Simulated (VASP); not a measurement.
Input of a VASP 6.6.1 run:

INCAR

```
SYSTEM = PtF2
PREC = Accurate ; ENCUT = 520
EDIFF = 1E-6 ; ISMEAR = 0
SIGMA = 0.05 ; LREAL = .FALSE.
LASPH = .TRUE. ; NELM = 100
ALGO = Fast ; ISIF = 2
LWAVE = .FALSE. ; LCHARG = .FALSE.
ISPIN = 2 ; MAGMOM = 0.52 0 0
LORBIT = 11 ; LMAXMIX = 4
LDAU = .TRUE. ; LDAUTYPE = 2
LDAUL = 2 -1 ; LDAUU = 6 0
LDAUJ = 0 0 ; LDAUPRINT = 1
GGA = PE
```

KPOINTS

```
regular mesh
0
G
  7 7 7
  0 0 0
```

File POSCAR:

```
PtF2
1.0
    1.5647742300      0.9034228200      4.7309018300
   -1.5647742300      0.9034228200      4.7309018300
    0.0000000000     -1.8068456500      4.7309018300
Pt F
1 2
Direct
    0.0000000000      0.0000000000      0.0000000000
    0.2520000000      0.2520000000      0.2520000000
    0.7480000000      0.7480000000      0.7480000000
```

Potentials or basis: VASP PAW PBE potentials, release 64 (Pt, F).

Run with:

```console
$ cat potpaw_PBE.64/Pt/POTCAR potpaw_PBE.64/F/POTCAR > POTCAR
$ mpirun -np 1 vasp_std > vasp.out
```

Predict the largest force.

1.161 eV/Å.

Predict the pressure.

20.7 GPa.

What does it give for the site moments?

Pt +1.74; F +0.15 μB.

Forces in eV/Å, atoms in the order of the input:
```
Pt   0.000  0.000  0.000
F    0.000  0.000 -1.161
F    0.000  0.000  1.161
```

Caveat: forces of over 1 eV/Å show positions far from the minimum, so gaps and moduli don't describe the material at rest. The state reached can hang on the start; a lower one may exist.
